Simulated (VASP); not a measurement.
Crystal: Be3H2.

```
Be H
1.0
     3.70981    0.00000    0.00000
    -1.85490    3.21279    0.00000
     0.00000    0.00000    3.59979
Be H
3 2
Direct
  0.33142 0.33142 0.00000
  0.66858 0.00000 0.00000
  0.00000 0.66858 0.00000
  0.33333 0.66667 0.25744
  0.66667 0.33333 0.74256
```

The cell was built by a generator and needn't be a form met in nature.

| Quantity | Value |
| --- | --- |
| Program | VASP 6.6.1 |
| Task | relaxation of cell and atoms |
| Functional | PBE |
| Potentials or basis | VASP PAW PBE potentials, release 64 (Be, H) |
| Cutoff | 600 eV |
| k mesh | 8 × 8 × 7 |
| Occupations | gaussian, width 0.05 eV |
| Spin | no spin polarisation |

At the start: pressure 0.1 GPa; volume 8.58 Å³/atom.

Task: How do energy, volume and symmetry change on relaxing?

Result: Over 18 steps the energy falls by 2.6 meV/atom and the volume is 9.14 Å³/atom (+6.5 %); space group P321 (No. 150, to 0.05 Å).

The path:
| step | energy change (eV) | largest force (eV/Å) | pressure (GPa) | volume (Å³) |
| --- | --- | --- | --- | --- |
| 1 | 0.0000 | 0.0569 | 0.15 | 42.91 |
| 2 | -0.0011 | 0.0182 | 0.19 | 42.95 |
| 3 | -0.0017 | 0.0604 | 0.27 | 43.05 |
| 4 | -0.0018 | 0.0466 | 0.25 | 43.04 |
| 5 | -0.0024 | 0.0386 | 0.15 | 43.18 |
| 6 | -0.0028 | 0.0926 | -0.02 | 43.42 |
| 7 | -0.0033 | 0.1016 | -0.01 | 43.51 |
| 8 | -0.0047 | 0.1188 | 0.01 | 43.75 |
| 9 | -0.0069 | 0.1388 | 0.08 | 44.23 |
| 10 | -0.0067 | 0.1552 | 0.27 | 45.19 |
| 11 | -0.0078 | 0.1475 | 0.15 | 44.60 |
| 12 | -0.0087 | 0.1368 | 0.16 | 44.72 |
| 13 | -0.0108 | 0.1014 | 0.17 | 45.08 |
| 14 | -0.0117 | 0.0528 | 0.23 | 45.79 |
| 15 | -0.0119 | 0.0484 | 0.21 | 45.59 |
| 16 | -0.0125 | 0.0405 | 0.08 | 45.65 |
| 17 | -0.0131 | 0.0218 | -0.24 | 45.78 |
| 18 | -0.0132 | 0.0079 | -0.13 | 45.71 |

Final structure:
```
Be H
1.0
     3.70283    0.00000    0.00003
    -1.85141    3.20674   -0.00003
     0.00003   -0.00002    3.84958
Be H
3 2
Direct
  0.33180 0.33180 0.00000
  0.66820 0.00000 0.00000
  0.00000 0.66820 0.00000
  0.33333 0.66667 0.23934
  0.66667 0.33333 0.76066
```
